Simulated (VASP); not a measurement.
```yaml
crystal:
  lattice:
    - [-1.60817, 1.60817, 3.93391]
    - [1.60817, -1.60817, 3.93391]
    - [1.60817, 1.60817, -3.93391]
  atoms:
    - { symbol: Si, position: [0.66490, 0.66490, 0.00000] }
    - { symbol: Si, position: [0.33510, 0.33510, 0.00000] }
    - { symbol: Mo, position: [0.00000, 0.00000, 0.00000] }
```

Calculation: PBE GGA, VASP's PBE PAW potentials (set 64) (plane waves; VASP). Settings: 400 eV cut-off, Gaussian smearing of 0.050 eV, potentials Si Mo_sv.

### Question
Give the energies of bands 6 to 14 at the high-symmetry points, in eV from the Fermi level.

### Answer

```tsv
band	Γ	X	P	N	M	S	R
6	-6.30	-6.58	-6.17	-9.46	-10.03	-8.92	-7.73
7	-3.41	-5.58	-6.17	-4.89	-3.45	-6.75	-5.47
8	-2.98	-5.20	-6.14	-4.45	-2.15	-2.73	-4.39
9	-2.58	-4.38	-2.70	-2.54	-0.56	-2.45	-3.79
10	-2.58	-2.99	-2.04	-2.52	-0.56	-2.22	-2.86
11	0.37	-1.20	-2.04	-0.48	-0.48	-0.39	-1.78
12	3.08	2.27	0.28	2.23	-0.48	1.53	1.76
13	3.25	2.69	2.27	3.08	0.50	3.02	2.02
14	3.48	3.12	4.01	3.99	4.71	3.62	2.56
```

It has no gap at this level: it comes out as a metal or semimetal.

The compound is MoSi2 in the MoSi2 type structure. It was relaxed first.
